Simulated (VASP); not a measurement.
Data:

```
ZrS2
1.0
    1.89178    -3.27666     0.00000
    1.89178     3.27666     0.00000
    0.00000     0.00000     7.90169
Zr S
1 2
Direct
  0.00000   0.00000   0.00000
  0.33333   0.66667   0.18705
  0.66667   0.33333   0.81295
```

Computed with revPBE GGA, VASP's PBE PAW potentials (set 64) (plane waves; VASP). Run with 520 eV cut-off, 7×7×3 Γ-centred mesh, Gaussian smearing of 0.050 eV, potentials Zr_sv S.

Without a dispersion term in the relaxation, distances and binding between the weakly bound layers, chains or molecules are unreliable, and so is what depends on them.

Problem. The ions and cell shape at fixed volume are relaxed. Which structure does the run end with?

Solution. 
```
ZrS2
1.0
    1.85577    -3.21429     0.00000
    1.85577     3.21429     0.00000
    0.00000     0.00000     8.21132
Zr S
1 2
Direct
  0.00000   0.00000   0.00000
  0.33333   0.66667   0.17633
  0.66667   0.33333   0.82367
```
Space group P-3m1 (164), at a tolerance of 0.03 Å.

Problem. How much energy does the relaxation gain?

Solution. The energy (σ→0) changes by -21.2 meV/atom, in 8 ionic steps.

| step | E(σ→0) (eV) | max force (eV/Å) | pressure (GPa) | volume (Å³) |
|---|---|---|---|---|
| 1 | -20.5538 | 0.615 | -3.46 | 97.96 |
| 2 | -20.5857 | 0.362 | -2.44 | 97.96 |
| 3 | -20.6060 | 0.037 | -0.82 | 97.96 |
| 4 | -20.6061 | 0.076 | -0.65 | 97.96 |
| 5 | -20.6152 | 0.047 | -0.26 | 97.96 |
| 6 | -20.6175 | 0.017 | 0.05 | 97.96 |
| 7 | -20.6175 | 0.019 | 0.04 | 97.96 |
| 8 | -20.6175 | 0.004 | -0.03 | 97.96 |

The compound is ZrS2 in the 1T layered structure. This cell is one point of a volume scan, at 1.06 of the reference volume. Symmetry was kept, so distortions that lower it aren't found.
